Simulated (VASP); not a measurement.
Data:

```xyz
4
Lattice="3.6086 0.0000 0.0000 -1.8043 3.1251 0.0000 0.0000 0.0000 6.0031" Properties=species:S:1:pos:R:3 pbc="T T T"
Si     0.0000     2.0834     0.0104
Si     1.8043     1.0417     3.0119
Ge     0.0000     2.0834     2.2408
Ge     1.8043     1.0417     5.2424
```

All values below come from PBEsol GGA, VASP's PBE PAW potentials (set 64) (plane waves; VASP 6.6.1). Numerical set-up: 500 eV cut-off, 10×10×5 Γ-centred mesh, first-order Methfessel-Paxton smearing of 0.10 eV, potentials Si Ge_d.

Energy and stress use the plane-wave basis of the starting cell.

**Question.** The ions, cell shape and volume at an external pressure of 45.0 GPa are relaxed. Which structure does the run end with?

**Answer.** 
```xyz
4
Lattice="3.5144 0.0000 0.0000 -1.7572 3.0436 0.0000 0.0000 0.0000 5.9036" Properties=species:S:1:pos:R:3 pbc="T T T"
Si     0.0000     2.0291     0.0190
Si     1.7572     1.0145     2.9709
Ge     0.0000     2.0291     2.1948
Ge     1.7572     1.0145     5.1467
```
Space group P6_3mc (186), at a tolerance of 0.03 Å.

**Question.** How do energy and volume change from the first to the last step?

**Answer.** The energy (σ→0) changes by +263.9 meV/atom and the volume by -6.7 %, in 15 ionic steps.

The structure was generated: SiGe was put into the wurtzite type (P6_3mc), which need not be its known phase. This run relaxes it under an external pressure of 45 GPa. Symmetry was kept, so distortions that lower it aren't found.
